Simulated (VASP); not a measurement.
```
CELL_PARAMETERS angstrom
     -1.65481     1.65481     1.65481
      1.65481    -1.65481     1.65481
      1.65481     1.65481    -1.65481
ATOMIC_POSITIONS crystal
  W  0.00000 0.00000 0.00000
```

These are vdW-DF2, VASP's PBE PAW potentials (set 64) (plane waves; VASP 6.6.1) values and carry that method's errors. Run with 520 eV cut-off, 16×16×16 Γ-centred mesh, first-order Methfessel-Paxton smearing of 0.10 eV, potentials W_sv.

Task: Give the stress tensor in GPa (positive for a compressed cell).

Result: 
```
-14.04    0.00    0.00
  0.00  -14.04    0.00
  0.00    0.00  -14.04
```
The pressure is its mean diagonal, -14.04 GPa.

The compound is W in the bcc structure. This cell is one point of a volume scan, at 1.06 of the reference volume.
